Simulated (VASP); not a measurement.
Energy against volume of FeAl (CsCl type). Level of theory: revPBE GGA, VASP's PBE PAW potentials (set 64) (plane waves; VASP). Numerical set-up: 520 eV cut-off, 13×13×13 Γ-centred mesh, first-order Methfessel-Paxton smearing of 0.10 eV, potentials Al Fe.

| V (Å³/atom) | E (eV/atom) |
|---|---|
| 11.271 | -5.95998 |
| 11.631 | -5.97996 |
| 11.991 | -5.98627 |
| 12.351 | -5.98090 |

Problem. Fit these four points and predict the energy of the run at 12.710 Å³/atom.

Solution. A cubic in V^(−2/3), the third-order Birch-Murnaghan form, passes through the four points with V0 = 12.00 Å³/atom and B0 = 172 GPa, and gives -5.9656 eV/atom there. The run gave -5.9655 eV/atom, +0.0 meV/atom from the fit; all five points give B0 = 173 GPa.

The compound is FeAl in the CsCl type structure. It was relaxed first. The run is not spin-polarised, so no magnetic state was tried.
